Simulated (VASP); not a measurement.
Given:

```
AlFe
1.0
    2.91000     0.00000     0.00000
    0.00000     2.91000     0.00000
    0.00000     0.00000     2.91000
Al Fe
1 1
Direct
  0.50000   0.50000   0.50000
  0.00000   0.00000   0.00000
```

Computed with RPBE GGA, VASP's PBE PAW potentials (set 64) (plane waves; VASP). Run with 520 eV cut-off, 11×11×11 Γ-centred mesh, first-order Methfessel-Paxton smearing of 0.10 eV, potentials Al Fe.

Energy and stress use the plane-wave basis of the starting cell.

Task: The ions, cell shape and volume are relaxed. Give the cell that the relaxation ends in.

Result: 
```
AlFe
1.0
    2.88918     0.00000     0.00000
    0.00000     2.88918     0.00000
    0.00000     0.00000     2.88918
Al Fe
1 1
Direct
  0.50000   0.50000   0.50000
  0.00000   0.00000   0.00000
```
Space group Pm-3m (221), at a tolerance of 0.03 Å.

Task: How do energy and volume change from the first to the last step?

Result: The energy (σ→0) changes by -2.9 meV/atom and the volume by -2.1 %, in 3 ionic steps.

```csv
step,E(σ→0) (eV),max force (eV/Å),pressure (GPa),volume (Å³)
1,-11.7962,0.000,-3.40,24.64
2,-11.7984,0.000,2.96,23.72
3,-11.8020,0.000,0.03,24.12
```

The compound is FeAl in the CsCl type structure. This run relaxes it. Symmetry was kept, so distortions that lower it aren't found. The run is not spin-polarised, so no magnetic state was tried. The electron count is odd and the run is not spin-polarised, which forces a metal.
